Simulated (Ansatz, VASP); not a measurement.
CsLi3P2 in VASP and in Ansatz

```
CELL_PARAMETERS angstrom
4.04044 2.33275 3.02871
-4.04044 2.33275 3.02871
0.00000 -4.66550 3.02871
ATOMIC_POSITIONS crystal
Cs 0.50000 0.50000 0.50000
Li 0.00000 0.00000 0.50000
Li 0.50000 0.00000 0.00000
Li 0.00000 0.50000 0.00000
P 0.12616 0.12616 0.12616
P 0.87384 0.87384 0.87384
```

Alike in both runs: functional PBE; k mesh 3 × 3 × 3; occupations gaussian, width 0.1 eV; no spin polarisation.

Ansatz relaxed the structure, and its values are those at the end. VASP's run is a single point on that final structure, the one shown.

|  | VASP | Ansatz |
| --- | --- | --- |
| version | VASP 6.6.1 | Ansatz 0.2.0 |
| potentials or method | VASP PAW PBE potentials, release 64 (Cs_sv, Li_sv, P) | scalar-relativistic, plane waves, PAW |
| plane-wave cutoff (eV) | 520 | 420 |
| valence electrons in the cell | 28 | 28 |

```csv
,VASP,Ansatz,Ansatz less VASP
gap on the k mesh at the Fermi level (eV),1.08,1.09,+0.009
least direct gap on the mesh (eV),1.30,1.31,+0.005
rms of the force components (eV/Å),0.009,0.006,-0.0025
```

The functional is the same, so the differences come from potentials, cutoffs and numerics.

Caveats: spin-orbit coupling is left out, which moves the levels of the heavy elements; an odd mesh through Γ misses points on the zone boundary, where band edges often lie.
